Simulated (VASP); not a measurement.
Input:

```yaml
crystal:
  lattice:
    - [2.00000, 1.15470, 8.44000]
    - [-2.00000, 1.15470, 8.44000]
    - [0.00000, -2.30940, 8.44000]
  atoms:
    - { symbol: Se, position: [0.61650, 0.61650, 0.61650] }
    - { symbol: Se, position: [0.82810, 0.82810, 0.82810] }
    - { symbol: In, position: [0.00000, 0.00000, 0.00000] }
    - { symbol: In, position: [0.11140, 0.11140, 0.11140] }
```

All values below come from LDA (Ceperley-Alder, Perdew-Zunger), VASP's LDA PAW potentials (set 64) (plane waves; VASP). Run with 300 eV cut-off, 6×6×6 Γ-centred mesh, Fermi-Dirac smearing of 0.050 eV, potentials Se In_d.

Unless said otherwise, spin-orbit coupling is left out, though it shifts the bands of the heavy elements here.

Give the energies of bands 13 to 22 at the high-symmetry points, in eV from the valence-band maximum.

```
band      Γ      T     H2      L     S0      F
----  -----  -----  -----  -----  -----  -----
13    -6.36  -6.01  -6.32  -6.51  -6.32  -6.45
14    -3.51  -4.40  -5.61  -5.74  -5.61  -5.85
15    -1.58  -1.38  -4.05  -3.50  -4.05  -3.26
16    -1.31  -1.38  -3.71  -2.41  -3.73  -2.68
17    -1.31  -1.14  -2.54  -2.36  -2.58  -2.52
18    -1.21  -1.14  -2.26  -2.25  -2.24  -2.06
19    -1.21   0.00  -1.78  -1.70  -1.75  -1.53
20     1.56   0.23   1.65   1.09   1.71   1.03
21     1.92   1.98   2.33   1.84   2.23   1.88
22     4.30   4.21   3.29   3.51   3.33   3.16
```

The gap is direct, 0.23 eV, from the valence maximum at T to the conduction minimum at T.

The structure comes from a measured InSe entry of the Crystallography Open Database, whose conditions weren't checked. The cell was not relaxed at this level.
